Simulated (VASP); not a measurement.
Crystal: HfZrSe3.

```
CELL_PARAMETERS angstrom
4.92788 0.00000 0.00000
0.00000 4.92788 0.00000
0.00000 0.00000 4.92788
ATOMIC_POSITIONS crystal
Zr 0.00000 0.00000 0.00000
Hf 0.50000 0.50000 0.50000
Se 0.50000 0.50000 0.00000
Se 0.50000 0.00000 0.50000
Se 0.00000 0.50000 0.50000
```

The cell was built by a generator and needn't be a form met in nature.

```yaml
Program: VASP 6.6.1
Task: relaxation of cell and atoms
Functional: PBE
Potentials_or_basis: VASP PAW PBE potentials, release 64 (Zr_sv, Hf_pv, Se)
Cutoff: 520 eV
k_mesh: 3 × 3 × 3
Occupations: gaussian, width 0.15 eV
Spin: no spin polarisation
```

At the start: pressure 8.2 GPa; volume 23.93 Å³/atom.

**Question.** How do energy, volume and symmetry change on relaxing?

**Answer.** Over 3 steps the energy falls by 53.2 meV/atom and the volume is 26.24 Å³/atom (+9.6 %); space group Pm-3m (No. 221, to 0.05 Å).

The path:
```
step  energy change (eV)  largest force (eV/Å)  pressure (GPa)  volume (Å³)
   1              0.0000                0.0000            8.23       119.67
   2             -0.0712                0.0000           -5.43       142.24
   3             -0.2660                0.0000           -0.14       131.19
```

Final structure:
```cif
data_structure
_symmetry_space_group_name_H-M 'P 1'
_symmetry_Int_Tables_number 1
_cell_length_a 5.0812
_cell_length_b 5.0812
_cell_length_c 5.0812
_cell_angle_alpha 90.000
_cell_angle_beta 90.000
_cell_angle_gamma 90.000
_cell_volume 131.19
loop_
_atom_site_label
_atom_site_type_symbol
_atom_site_fract_x
_atom_site_fract_y
_atom_site_fract_z
_atom_site_occupancy
Zr1 Zr 0.00000 0.00000 0.00000 1
Hf1 Hf 0.50000 0.50000 0.50000 1
Se1 Se 0.50000 0.50000 0.00000 1
Se2 Se 0.50000 0.00000 0.50000 1
Se3 Se 0.00000 0.50000 0.50000 1
```

Caveat: the k mesh is coarse (spacing up to 0.43 Å⁻¹), so the values aren't converged.
